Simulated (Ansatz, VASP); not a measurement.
# NbTe in VASP and in Ansatz

POSCAR

```
NbTe
1.0
    3.7029743866      0.0000000000      0.0000000000
   -1.8514871933      3.2068698884      0.0000000000
    0.0000000000      0.0000000000      3.6942110000
Nb Te
1 1
Direct
    0.0000000000      0.0000000000      0.5000000000
    0.6666666700      0.3333333300      0.0000000000
```

INCAR.step1

```
PREC = Accurate ; ENCUT = 520
ISMEAR = 0 ; SIGMA = 0.1
LREAL = False ; LASPH = True
NELM = 100 ; NBANDS = 16
GGA = PE ; ALGO = Normal
EDIFF = 1E-4 ; LWAVE = True
LCHARG = False
```

INCAR.step2

```
PREC = Accurate ; ENCUT = 520
EDIFF = 1E-6 ; ISMEAR = 0
SIGMA = 0.1 ; LREAL = False
LASPH = True ; NELM = 100
ALGO = Normal ; ISIF = 2
LWAVE = False ; LCHARG = False
METAGGA = R2SCAN ; LMIXTAU = True
NBANDS = 16 ; ISTART = 1
```

File KPOINTS:

```
regular mesh
0
Gamma
  6 6 6
```

Input for Ansatz:

```yaml
crystal:
  lattice:
    - [3.7029743866, 0.0, 0.0]
    - [-1.8514871933, 3.2068698884, 0.0]
    - [0.0, 0.0, 3.694211]
  atoms:
    - { symbol: Nb, position: [0.0, 0.0, 0.5] }
    - { symbol: Te, position: [0.66666667, 0.33333333, 0.0] }
basis:
  ecutwfc: 500
kpoints:
  mp_grid: { grid: [6, 6, 6] }
hamiltonian:
  xc: r2scan
scf:
  occupations: { method: gaussian, width: 0.1 }
output:
  forces: true
  stress: true
  eigenvalues: true
```

The cell comes from a database or a generator and needn't be the stable form of this composition.

Alike in both runs: task single point; functional r2SCAN; k mesh 6 × 6 × 6; occupations gaussian, width 0.1 eV; no spin polarisation.

|  | VASP | Ansatz |
| --- | --- | --- |
| version | VASP 6.6.1 | Ansatz 0.2.0 |
| potentials or method | VASP PAW PBE potentials, release 64 (Nb_sv, Te) | scalar-relativistic, plane waves, PAW |
| plane-wave cutoff (eV) | 520 | 500 |
| valence electrons in the cell | 19 | 29 |

```tsv
	VASP	Ansatz	Ansatz less VASP
gap on the k mesh at the Fermi level (eV)	none	none	-
pressure (GPa)	-1.5	-1.3	+0.15
largest component of the traceless stress (GPa)	0.13	0.18	+0.050
```

A gap of «none» marks a metal or a gap that the smearing closes. The two sets of potentials don't hold the same shells in valence.

Caveats: the PAW data sets were made with another functional, which shifts forces and pressure a little (VASP). The runs have no spin-orbit coupling, so splittings on Te are missing.
